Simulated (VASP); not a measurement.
# Be2CoF6 (Fm-3m) in VASP: single point with r2SCAN

Aim: the single point of Be2CoF6 with r2SCAN.

Program: VASP 6.6.1. These are calculated values, not measurements. Logs are shortened: lines on timing, memory, paths and dates and some standing lists are left out, and cuts for length are marked.

### Step 1. Starting point

It takes space group Fm-3m (No. 225, cubic). Conventional cell: a = 7.316 Å, b = 7.316 Å, c = 7.316 Å, α = 90.00°, β = 90.00°, γ = 90.00°. Around Be (site symmetry -43m) lie 12 F at 2.62 Å. Around F (site symmetry 4mm) lie 1 Co at 1.43 Å. Co (site symmetry m-3m) is surrounded by 6 F at 1.43 Å.

The cell was built by a generator and needn't be a form met in nature.

### Step 2. Single point, r2SCAN

The input, POSCAR:

```
Be2CoF6
1.0
    0.0000000000      3.6578638700      3.6578638700
    3.6578638700      0.0000000000      3.6578638700
    3.6578638700      3.6578638700      0.0000000000
Be F Co
2 6 1
Direct
    0.2500000000      0.2500000000      0.2500000000
    0.7500000000      0.7500000000      0.7500000000
    0.8050000000      0.1950000000      0.1950000000
    0.1950000000      0.8050000000      0.1950000000
    0.1950000000      0.8050000000      0.8050000000
    0.8050000000      0.1950000000      0.8050000000
    0.1950000000      0.1950000000      0.8050000000
    0.8050000000      0.8050000000      0.1950000000
    0.0000000000      0.0000000000      0.0000000000
```

The input, INCAR.step1:

```
SYSTEM = Be2CoF6
PREC = Accurate
ENCUT = 520
ISMEAR = -5
SIGMA = 0.1
LREAL = .FALSE.
LASPH = .TRUE.
NELM = 100
LMAXMIX = 4
GGA = PE
ALGO = Normal
EDIFF = 1E-4
LWAVE = .TRUE.
LCHARG = .FALSE.
```

The input, INCAR.step2:

```
SYSTEM = Be2CoF6
PREC = Accurate
ENCUT = 520
EDIFF = 1E-7
ISMEAR = -1
SIGMA = 0.1
LREAL = .FALSE.
LASPH = .TRUE.
NELM = 100
ALGO = Normal
ISIF = 2
LWAVE = .FALSE.
LCHARG = .FALSE.
LMAXMIX = 4
METAGGA = R2SCAN
LMIXTAU = .TRUE.
LORBIT = 11
ISTART = 1
```

The input, KPOINTS:

```
regular mesh
0
G
  8 8 8
  0 0 0
```

Potentials or basis: VASP PAW PBE potentials, release 64 (Be, F, Co).

The run is started by

```console
> cat potpaw_PBE.64/Be/POTCAR potpaw_PBE.64/F/POTCAR potpaw_PBE.64/Co/POTCAR > POTCAR
> cp INCAR.step1 INCAR
> mpirun -np 1 vasp_std > vasp.out
> cp INCAR.step2 INCAR
> mpirun -np 1 vasp_std > vasp.out
```

OUTCAR:

```text
SYSTEM = Be2CoF6
   PREC = Accurate
   ENCUT = 520
   EDIFF = 1E-7
   ISMEAR = -1
   LREAL = .FALSE.
   LASPH = .TRUE.
   NELM = 100
   ISIF = 2
   METAGGA = R2SCAN
   LORBIT = 11
   ISTART = 1

 ion  position               nearest neighbor table
   1  0.250  0.250  0.250-
   2  0.750  0.750  0.750-
   3  0.805  0.195  0.195-   9 1.43
   4  0.195  0.805  0.195-   9 1.43
   5  0.195  0.805  0.805-   9 1.43
   6  0.805  0.195  0.805-   9 1.43
   7  0.195  0.195  0.805-   9 1.43
   8  0.805  0.805  0.195-   9 1.43
   9  0.000  0.000  0.000-   3 1.43   4 1.43   5 1.43   6 1.43   7 1.43   8 1.43

  LATTYP: Found a face centered cubic cell.
 ALAT       =     7.3157277400

  Lattice vectors:

 A1 = (   0.0000000000,   3.6578638700,   3.6578638700)
 A2 = (   3.6578638700,   0.0000000000,   3.6578638700)
 A3 = (   3.6578638700,   3.6578638700,   0.0000000000)

Analysis of symmetry for initial positions (statically):
=====================================================================
 Subroutine PRICEL returns:
 Original cell was already a primitive cell.

 Routine SETGRP: Setting up the symmetry group for a
 face centered cubic supercell.

 Subroutine GETGRP returns: Found 48 space group operations
 (whereof 48 operations were pure point group operations)
 out of a pool of 48 trial point group operations.

The static configuration has the point symmetry O_h .

Analysis of symmetry for dynamics (positions and initial velocities):
=====================================================================
 Subroutine PRICEL returns:
 Original cell was already a primitive cell.

 Routine SETGRP: Setting up the symmetry group for a
 face centered cubic supercell.

 Subroutine GETGRP returns: Found 48 space group operations
 (whereof 48 operations were pure point group operations)
 out of a pool of 48 trial point group operations.

The dynamic configuration has the point symmetry O_h .

 Subroutine INISYM returns: Found 48 space group operations
 (whereof 48 operations are pure point group operations),
 and found     1 'primitive' translations

----------------------------------------------------------------------------------------

                                     Primitive cell

  volume of cell :      97.8842

  direct lattice vectors                    reciprocal lattice vectors
     0.000000000  3.657863870  3.657863870    -0.136691801  0.136691801  0.136691801
     3.657863870  0.000000000  3.657863870     0.136691801 -0.136691801  0.136691801
     3.657863870  3.657863870  0.000000000     0.136691801  0.136691801 -0.136691801

  length of vectors
     5.173000694  5.173000694  5.173000694     0.236757144  0.236757144  0.236757144

  position of ions in fractional coordinates (direct lattice)
     0.250000000  0.250000000  0.250000000
     0.750000000  0.750000000  0.750000000
     0.805000000  0.195000000  0.195000000
     0.195000000  0.805000000  0.195000000
     0.195000000  0.805000000  0.805000000
     0.805000000  0.195000000  0.805000000
     0.195000000  0.195000000  0.805000000
     0.805000000  0.805000000  0.195000000
     0.000000000  0.000000000  0.000000000

  ion indices of the primitive-cell ions
   primitive index   ion index
                 1           1
                 2           2
                 3           3
                 4           4
                 5           5
                 6           6
                 7           7
                 8           8
                 9           9

----------------------------------------------------------------------------------------

 KPOINTS: regular mesh

Automatic generation of k-mesh.
 Grid dimensions read from file:
 generate k-points for:    8    8    8

 Generating k-lattice:

  Cartesian coordinates                     Fractional coordinates (reciprocal lattice)
    -0.017086475  0.017086475  0.017086475     0.125000000  0.000000000  0.000000000
     0.017086475 -0.017086475  0.017086475     0.000000000  0.125000000  0.000000000
     0.017086475  0.017086475 -0.017086475     0.000000000  0.000000000  0.125000000

  Length of vectors
     0.029594643  0.029594643  0.029594643

  Shift w.r.t. Gamma in fractional coordinates (k-lattice)
     0.000000000  0.000000000  0.000000000

 Subroutine IBZKPT returns following result:
 ===========================================

 Found     29 irreducible k-points:

 Following reciprocal coordinates:
            Coordinates               Weight
  0.000000  0.000000  0.000000      1.000000
  0.125000  0.000000  0.000000      8.000000
  0.250000  0.000000  0.000000      8.000000
  0.375000  0.000000  0.000000      8.000000
  0.500000  0.000000  0.000000      4.000000
  0.125000  0.125000  0.000000      6.000000
[... 16 lines left out ...]
  0.500000  0.250000  0.125000     48.000000
 -0.375000  0.250000  0.125000     24.000000
 [... further k-points ...]
   k-points           NKPTS =     29   k-points in BZ     NKDIM =     29   number of bands    NBANDS=     33
   number of dos      NEDOS =    301   number of ions     NIONS =      9
   total plane-waves  NPLWV =  64000
   dimension x,y,z NGX =    40 NGY =   40 NGZ =   40
   dimension x,y,z NGXF=    80 NGYF=   80 NGZF=   80
   ions per type =               2   6   1
   NGX,Y,Z   is equivalent  to a cutoff of  12.85, 12.85, 12.85 a.u.
   NGXF,Y,Z  is equivalent  to a cutoff of  25.71, 25.71, 25.71 a.u.
 SYSTEM =  Be2CoF6
   PREC   = accura    normal or accurate (medium, high low for compatibility)
   ISTART =      1    job   : 0-new  1-cont  2-samecut
   ICHARG =      0    charge: 1-file 2-atom 10-const
   ISPIN  =      1    spin polarized calculation?
   LNONCOLLINEAR =      F non collinear calculations
   LSORBIT =      F    spin-orbit coupling
   LASPH  =      T    aspherical Exc in radial PAW
   ENCUT  =  520.0 eV  38.22 Ry    6.18 a.u.   9.62  9.62  9.62*2*pi/ulx,y,z
   NELM   =    100;   NELMIN=  2; NELMDL=  0     # of ELM steps
   EDIFF  = 0.1E-06   stopping-criterion for ELM
   LREAL  =      F    real-space projection
   EDIFFG = 0.1E-05   stopping-criterion for IOM
   NSW    =      0    number of steps for IOM
   IBRION =     -1    ionic relax: 0-MD 1-quasi-New 2-CG
   NFREE  =      0    steps in history (QN), initial steepest desc. (CG)
   ISIF   =      2    stress and relaxation
   ISYM   =      2    0-nonsym 1-usesym 2-fastsym
   POTIM  = 0.5000    time-step for ionic-motion
   TEBEG  =    0.0;   TEEND  =   0.0 temperature during run
   PSTRESS=    0.0 pullay stress
   NELECT =      55.0000    total number of electrons
   NUPDOWN=      -1.0000    fix difference up-down
   EMIN   =  10.00;   EMAX   =-10.00  energy-range for DOS
   EFERMI =   0.00;   METHOD = LEGACY
   ISMEAR =    -1;   SIGMA  =   0.10  broadening in eV -4-tet -1-fermi 0-gaus
   EFERMI_NEDOS =   21; number of points for ismear=-14 and -15
   IALGO  =     38    algorithm
   IMIX   =      4    mixing-type and parameters
     AMIX     =   0.40;   BMIX     =  1.00
     AMIX_MAG =   1.60;   BMIX_MAG =  1.00
  volume/ion in A,a.u.               =      10.88        73.40
  Fermi-wavevector in a.u.,A,eV,Ry     =   1.350905  2.552841 24.829880  1.824945
  Thomas-Fermi vector in A             =   2.478371
   LORBIT       =     11    0 simple, 1 ext, 2 COOP (PROOUT), +10 PAW based schemes
   METAGGA = R2SCAN    functional components
   LHFCALC =     F    Hartree Fock is set to
   AEXX    =    0.0000 exact exchange contribution
   IVDW    =     0    specifies the selected vdW correction
   LEPSILON=     F    determine dielectric tensor
   LRPA    =     F    only Hartree local field effects (RPA)
 non-spin polarized calculation
  energy-cutoff  :      520.00
  volume of cell :       97.88
 maximum number of plane-waves:      2685
 NGX is ok and might be reduce to    40

 number of electron      55.0000004 magnetization

 Free energy of the ion-electron system (eV)
  ---------------------------------------------------
  ext. energy  EPLUGINS =         0.00000000
  ---------------------------------------------------
  free energy    TOTEN  =       -31.24032342 eV

  energy without entropy =      -31.18585400  energy(sigma->0) =      -31.21308871

 E-fermi :   3.7983     XC(G=0):  -9.9983

 val. band max:        3.7965480418   @ k =  -0.3750   0.1250   0.0000
 cond. band min:       3.8131016140   @ k =   0.5000   0.3750   0.1250
 fundamental gap:      0.0165535722
 Fermi energy:         3.7982658514

 k-point     1 :       0.0000    0.0000    0.0000
  band No.  band energies     occupation
      1     -26.0003      2.00000
      2     -24.1618      2.00000
      3     -24.1618      2.00000
      4     -23.3826      2.00000
      5     -23.3826      2.00000
      6     -23.3826      2.00000
[... 25 lines left out ...]
     32       8.0519      0.00000
     33       8.9423      0.00000

 k-point     2 :       0.1250    0.0000    0.0000
  band No.  band energies     occupation
      1     -25.9927      2.00000
      2     -24.1637      2.00000
      3     -24.1637      2.00000
      4     -23.3947      2.00000
      5     -23.3805      2.00000
      6     -23.3805      2.00000
[... 25 lines left out ...]
     32       8.0232      0.00000
     33       8.7303      0.00000
[... 754 lines left out ...]
     32       7.5543      0.00000
     33       8.0384      0.00000

 k-point    24 :      -0.3750    0.2500    0.1250
  band No.  band energies     occupation
      1     -25.9377      2.00000
      2     -24.1869      2.00000
      3     -24.1715      2.00000
      4     -23.4457      2.00000
      5     -23.3904      2.00000
      6     -23.3780      2.00000
[... 25 lines left out ...]
     32       7.6778      0.00000
     33       7.7833      0.00000

 [... further k-points ...]

------------------------ aborting loop because EDIFF is reached ----------------------------------------

  FORCE on cell =-STRESS in cart. coord.  units (eV):
  Direction    XX          YY          ZZ          XY          YZ          ZX
  --------------------------------------------------------------------------------------
  -------------------------------------------------------------------------------------
  Total       69.8536564     69.8536564     69.8536564      0.0000000      0.0000000     -0.0000000
  in kB     1143.3708450   1143.3708450   1143.3708450      0.0000000      0.0000000     -0.0000000
  external PRESSURE =    1143.3708450 kB  Pullay stress =       0.0000000 kB

 VOLUME and BASIS-vectors are now :
 -----------------------------------------------------------------------------
  energy-cutoff  :      520.00
  volume of cell :       97.88
      direct lattice vectors                 reciprocal lattice vectors
     0.000000000  3.657863870  3.657863870    -0.136691801  0.136691801  0.136691801
     3.657863870  0.000000000  3.657863870     0.136691801 -0.136691801  0.136691801
     3.657863870  3.657863870  0.000000000     0.136691801  0.136691801 -0.136691801

 POSITION                                       TOTAL-FORCE (eV/Angst)
 -----------------------------------------------------------------------------------
      1.82893      1.82893      1.82893        -0.000000      0.000000     -0.000000
      5.48680      5.48680      5.48680        -0.000000     -0.000000     -0.000000
      1.42657      3.65786      3.65786        25.980991     -0.000000     -0.000000
      3.65786      1.42657      3.65786        -0.000000     25.980991     -0.000000
      5.88916      3.65786      3.65786       -25.980991     -0.000000     -0.000000
      3.65786      5.88916      3.65786        -0.000000    -25.980991     -0.000000
      3.65786      3.65786      1.42657        -0.000000     -0.000000     25.980991
      3.65786      3.65786      5.88916        -0.000000     -0.000000    -25.980991
      0.00000      0.00000      0.00000        -0.000000     -0.000000     -0.000000
 -----------------------------------------------------------------------------------
    total drift:                                0.000000      0.000000      0.000000

  FREE ENERGIE OF THE ION-ELECTRON SYSTEM (eV)
  ---------------------------------------------------
  free  energy   TOTEN  =       -31.2403234209 eV

  energy  without entropy=      -31.1858539954  energy(sigma->0) =      -31.21308871

 total charge

# of ion       s       p       d       tot
------------------------------------------
    1        0.386   0.102   0.000   0.487
    2        0.386   0.102   0.000   0.487
    3        1.773   4.508   0.000   6.280
    4        1.773   4.508   0.000   6.280
    5        1.773   4.508   0.000   6.280
    6        1.773   4.508   0.000   6.280
    7        1.773   4.508   0.000   6.280
    8        1.773   4.508   0.000   6.280
    9        1.121   2.538   9.229  12.888
--------------------------------------------------
tot         12.528  29.787   9.229  51.543
```

Run time: 4.6 min. Hardware: 1 thread of Intel Xeon Platinum 8488C (Sapphire Rapids), shared host; peak memory 0.31 GiB.

What came out:

```yaml
Free_energy: -31.2403 eV
Pressure: 114.3 GPa
Largest_force: 25.981 eV/Å
Band_gap_on_the_k_mesh: none (metal or under the smearing width)
Valence_electrons_inside_the_program's_atomic_spheres: Be 0.49; F 6.28; Co 12.89
```

Forces in eV/Å, atoms in the order of the input:
```
Be    0.000   0.000   0.000
Be    0.000   0.000   0.000
F    25.981   0.000   0.000
F     0.000  25.981   0.000
F   -25.981   0.000   0.000
F     0.000 -25.981   0.000
F     0.000   0.000  25.981
F     0.000   0.000 -25.981
Co    0.000   0.000   0.000
```

Caveat: a pressure of tens of GPa on the cell as given is suspect, and the run, the potentials or the cell itself is likely at fault; the PAW data sets were made with another functional, which shifts forces and pressure a little; an odd number of electrons without spin polarisation forces a metal; a magnetic or distorted state may lie lower; the run has no spin polarisation, though such a crystal can be magnetic; semilocal functionals often make such compounds metallic where correlation or magnetic order opens a gap, which also shifts bond lengths.
